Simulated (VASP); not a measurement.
Crystal: WC.

```
CELL_PARAMETERS angstrom
2.90650 0.00000 0.00000
-1.45325 2.51710 0.00000
0.00000 0.00000 2.83660
ATOMIC_POSITIONS crystal
W 0.00000 0.00000 0.00000
C 0.66667 0.33333 0.50000
```

| Property | Result |
| --- | --- |
| Program | VASP 6.6.1 |
| Task | relaxation of cell and atoms |
| Functional | PBE |
| Potentials or basis | VASP PAW PBE potentials, release 64 (W_sv, C) |
| Cutoff | 520 eV |
| k mesh | 3 × 3 × 4 |
| Occupations | gaussian, width 0.1 eV |
| Spin | no spin polarisation |

At the start: pressure 10.7 GPa; volume 10.38 Å³/atom.

**Question.** Where does the relaxation end?

**Answer.** Over 8 steps the energy falls by 11.1 meV/atom and the volume is 10.67 Å³/atom (+2.8 %); space group P-6m2 (No. 187, to 0.05 Å).

The path:
```tsv
step	energy change (eV)	largest force (eV/Å)	pressure (GPa)	volume (Å³)
1	0.0000	0.0000	10.68	20.75
2	0.1014	0.0000	-23.47	22.90
3	-0.0191	0.0000	-0.59	21.34
4	-0.0191	0.0000	-0.34	21.33
5	-0.0221	0.0000	-0.26	21.35
6	-0.0222	0.0000	-0.26	21.35
7	-0.0221	0.0000	0.56	21.30
8	-0.0222	0.0000	0.01	21.33
```

Final structure:
```
W C
1.0
     2.94805    0.00000    0.00000
    -1.47402    2.55309    0.00000
     0.00000    0.00000    2.83450
W C
1 1
Direct
  0.00000 0.00000 0.00000
  0.66667 0.33333 0.50000
```

Caveat: the k mesh is coarse (spacing up to 0.83 Å⁻¹), so the values aren't converged.
